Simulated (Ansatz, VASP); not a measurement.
**One calculation of SbW2, two programs**

```
Sb W
1.0
     0.00000    3.13301    3.13301
     3.13301    0.00000    3.13301
     3.13301    3.13301    0.00000
Sb W
1 2
Direct
  0.50000 0.50000 0.50000
  0.25000 0.25000 0.25000
  0.75000 0.75000 0.75000
```

Alike in both runs: functional PBE; k mesh 12 × 12 × 12; occupations gaussian, width 0.1 eV; no spin polarisation.

Ansatz relaxed the structure, and its values are those at the end. VASP's run is a single point on that final structure, the one shown.

|  | VASP | Ansatz |
| --- | --- | --- |
| version | VASP 6.6.1 | Ansatz 0.2.0 |
| potentials or method | VASP PAW PBE potentials, release 64 (Sb, W_sv) | scalar-relativistic, plane waves, PAW |
| plane-wave cutoff (eV) | 520 | 420 |
| valence electrons in the cell | 33 | 43 |

Ansatz gave:

* gap on the k mesh at the Fermi level (eV): none
* pressure (GPa): 0.0

Question: Which values does VASP return?

Answer: gap on the k mesh at the Fermi level (eV): none; pressure (GPa): 0.2.

A gap of «none» marks a metal or a gap that the smearing closes. The two sets of potentials don't hold the same shells in valence.

Spin-orbit coupling is left out, which matters for the levels of Sb, W.
